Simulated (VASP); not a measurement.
All values below come from PBEsol GGA, VASP's PBE PAW potentials (set 64) (plane waves; VASP).

Input for VASP

**KPOINTS**
```
k-points along high-symmetry lines
12
Line-mode
Reciprocal
  0.000000   0.000000   0.000000 ! GAMMA
  0.000000   0.000000  -0.500000 ! T

  0.000000   0.000000  -0.500000 ! T
 -0.328125   0.328125  -0.500000 ! H_2

 -0.343750   0.328125  -0.187500 ! H_0
  0.000000   0.500000   0.500000 ! L

  0.000000   0.500000   0.500000 ! L
  0.000000   0.000000   0.000000 ! GAMMA

  0.000000   0.000000   0.000000 ! GAMMA
 -0.335938   0.335937   0.000000 ! S_0

 -0.335938   0.328125  -0.343750 ! S_2
 -0.500000   0.000000  -1.000000 ! F

 -0.500000   0.000000  -1.000000 ! F
  0.000000   0.000000   0.000000 ! GAMMA
```

**INCAR**
```
SYSTEM = Hf3VN4
PREC = Accurate
ENCUT = 520
EDIFF = 1E-7
NELM = 100
ALGO = Normal
LREAL = .FALSE.
LASPH = .TRUE.
ISMEAR = 0
SIGMA = 0.05
GGA = PS
LMAXMIX = 6
LWAVE = .FALSE.
LCHARG = .FALSE.
LORBIT = 11
ICHARG = 11
```

### POSCAR
```
Hf3VN4
1.0
  0.0000000000   2.2137839951   2.2137839951
  2.2137839951   0.0000000000   2.2137839951
  8.7415577171   8.7415577171   0.1135782632
V N Hf
1 4 3
Cartesian
  0.0000000000   2.2137839951   2.2137839951
  2.1328310137   2.1328310137   2.2947369762
  4.3405567092   4.3405567092   2.3007952765
  6.6147850030   6.6147850030   2.2403509769
  8.8225106985   8.8225106985   2.2464092772
  2.1075506554   2.1075506554   0.1062333397
  4.3707788585   6.5845628536   2.2705731267
  8.8477910568   8.8477910568   4.4349129137
```

POTCAR, in this order: V_sv N Hf_pv (PBE.64 set). Program: vasp_std. Read from the step before: CHGCAR.

Output of the run:

**OSZICAR**
```
       N       E                     dE             d eps       ncg     rms          rms(c)
DAV:   1     0.477290081629E+03    0.47729E+03   -0.34675E+04  6216   0.176E+03
DAV:   2    -0.395258837512E+02   -0.51682E+03   -0.49669E+03  6757   0.478E+02
DAV:   3    -0.848569264025E+02   -0.45331E+02   -0.43569E+02  8103   0.109E+02
DAV:   4    -0.861888780205E+02   -0.13320E+01   -0.12939E+01  7391   0.179E+01
DAV:   5    -0.862391900268E+02   -0.50312E-01   -0.49396E-01  7827   0.295E+00
DAV:   6    -0.862409709604E+02   -0.17809E-02   -0.17562E-02  7756   0.438E-01
DAV:   7    -0.862410754581E+02   -0.10450E-03   -0.10388E-03  8073   0.796E-02
DAV:   8    -0.862410825066E+02   -0.70485E-05   -0.70371E-05  7246   0.141E-02
DAV:   9    -0.862410831288E+02   -0.62215E-06   -0.62135E-06  6156   0.303E-03
DAV:  10    -0.862410831957E+02   -0.66883E-07   -0.66724E-07  5171   0.834E-04
   1 F= -.86241083E+02 E0= -.86237642E+02  d E =-.688298E-02
```

**OUTCAR**
```
 val. band max:        9.0329000106   @ k =  -0.0916   0.0916   0.0000

 cond. band min:       9.0630126015   @ k =  -0.4105   0.1790  -0.6420



 k-point     1 :       0.0000    0.0000    0.0000
  band No.  band energies     occupation
      1     -55.8721      2.00000
      2     -29.8525      2.00000
      3     -29.7815      2.00000
      4     -29.7815      2.00000
      5     -22.7935      2.00000
      6     -22.5011      2.00000
      7     -22.0729      2.00000
      8     -21.9388      2.00000
      9     -21.9388      2.00000
     10     -21.9268      2.00000
     11     -21.9268      2.00000
     12     -21.8658      2.00000
     13     -21.8658      2.00000
     14      -8.5370      2.00000
     15      -7.3420      2.00000
     16      -7.0685      2.00000
     17      -5.5466      2.00000
     18       0.1051      2.00000
     19       2.7194      2.00000
     20       2.7685      2.00000
     21       2.7685      2.00000
     22       2.8263      2.00000
     23       3.9531      2.00000
     24       3.9532      2.00000
     25       4.0805      2.00000
     26       4.0805      2.00000
     27       6.2359      2.00000
     28       6.2359      2.00000
     29       6.3745      2.00000
     30       7.9519      2.00000
     31       7.9519      2.00000
     32       8.4265      2.00000
     33       9.1910      0.00015
     34       9.5313      0.00000
     35       9.5314      0.00000
     36       9.9476      0.00000
     37      10.2683      0.00000

 k-point     2 :       0.0000    0.0000   -0.0455
  band No.  band energies     occupation
      1     -55.8721      2.00000
      2     -29.8525      2.00000
      3     -29.7815      2.00000
      4     -29.7815      2.00000
      5     -22.7937      2.00000
      6     -22.5007      2.00000
      7     -22.0732      2.00000
      8     -21.9388      2.00000
      9     -21.9388      2.00000
     10     -21.9268      2.00000
     11     -21.9268      2.00000
     12     -21.8658      2.00000
...
```

The density is held fixed in this step, so its total energy and stress have no physical meaning. Unless said otherwise, spin-orbit coupling is left out, though it shifts the bands of the heavy elements here.

The structure was generated: Hf3VN4 was put into an ordered model structure (R-3m), which need not be its known phase. It was relaxed first. The run is not spin-polarised, so no magnetic state was tried. The electron count is odd and the run is not spin-polarised, which forces a metal.
